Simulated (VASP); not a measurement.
All values below come from PBEsol GGA, VASP's PBE PAW potentials (set 64) (plane waves; VASP).

VASP input:

INCAR:
```
! general
SYSTEM   =  Yb(SiPd)2
PREC     =  Accurate
ENCUT    =  300   ! plane-wave cut-off (eV)
LREAL    =  .False.   ! projection in real space or not
LASPH    =  .True.

! electronic loop
EDIFF    =  1E-6   ! SCF stop (eV)
NELM     =  100   ! most electronic steps
ALGO     =  Normal
LMAXMIX  =  6   ! l cut-off of mixed one-centre charges

! smearing
ISMEAR   =  -1
SIGMA    =  0.1   ! width (eV)

! functional
GGA      =  PS

! spin
ISPIN    =  2
MAGMOM   =  1.0 4*0.0

! ions
ISIF     =  2   ! forces and stress, cell fixed

! output
LWAVE    =  .False.
LCHARG   =  .False.
LORBIT   =  11   ! lm-projected
```

**POSCAR**
```
Yb(SiPd)2
1
   -2.0490000000     2.0490000000     4.9395000000
    2.0490000000    -2.0490000000     4.9395000000
    2.0490000000     2.0490000000    -4.9395000000
Yb Pd Si
1 2 2
Direct
  0.0000000000   0.0000000000   0.0000000000
  0.7500000000   0.2500000000   0.5000000000
  0.2500000000   0.7500000000   0.5000000000
  0.3750000000   0.3750000000   0.0000000000
  0.6250000000   0.6250000000   0.0000000000
```

File KPOINTS:
```
Automatic mesh
0
Gamma
5 5 5
0 0 0
```

KPOINTS_OPT:
```
k-points along high-symmetry lines
6
Line-mode
Reciprocal
  0.000000   0.000000   0.000000 ! GAMMA
  0.000000   0.000000   0.500000 ! X

  0.000000   0.000000   0.500000 ! X
  0.250000   0.250000   0.250000 ! P

  0.250000   0.250000   0.250000 ! P
  0.000000   0.500000   0.000000 ! N

  0.000000   0.500000   0.000000 ! N
  0.000000   0.000000   0.000000 ! GAMMA

  0.000000   0.000000   0.000000 ! GAMMA
  0.500000   0.500000  -0.500000 ! M

  0.500000   0.500000  -0.500000 ! M
  0.293019   0.706981  -0.293019 ! S

 -0.293019   0.293019   0.293019 ! S_0
  0.000000   0.000000   0.000000 ! GAMMA

  0.000000   0.000000   0.500000 ! X
 -0.086038   0.086038   0.500000 ! R

  0.500000   0.500000  -0.086038 ! G
  0.500000   0.500000  -0.500000 ! M
```

POTCAR, in this order: Yb Pd Si (PBE.64 set). Program: vasp_std.

At this cut-off the stress carries a Pulay error, which pulls relaxed volumes low.

Task: Predict the energy per atom (σ→0), cell moment, pressure, largest force, band gap (over mesh and band path).

Result: 
```json
{
  "energy per atom (σ→0)": "-6348 meV/atom",
  "cell_moment": "0.00 μB",
  "band gap (over mesh and band path)": "none (metal, semimetal or under 0.01 eV)",
  "pressure": "1.41 GPa",
  "largest_force": "1.269 eV/Å"
}
```

**OSZICAR**
```
...
DAV:  85    -0.318284061374E+02   -0.33449E-05   -0.37833E-06  2176   0.374E-02    0.195E-01
DAV:  86    -0.318284185640E+02   -0.12427E-04   -0.18282E-05  2776   0.100E-01    0.135E-01
DAV:  87    -0.318284228198E+02   -0.42558E-05   -0.11498E-05  3032   0.610E-02    0.897E-02
DAV:  88    -0.318284237716E+02   -0.95183E-06   -0.69528E-06  2680   0.555E-02
   1 F= -.31828424E+02 E0= -.31737859E+02  d E =-.181129E+00  mag=     0.0013
       N       E                     dE             ncg
       N       E                     dE             ncg
       N       E                     dE             ncg
```

The structure comes from a measured Pd2YbSi2 entry of the Crystallography Open Database, whose conditions weren't checked. The cell was not relaxed at this level. The k-mesh is coarse (spacing up to 0.43 per Å, 2π included), so the numbers may not be converged in it.
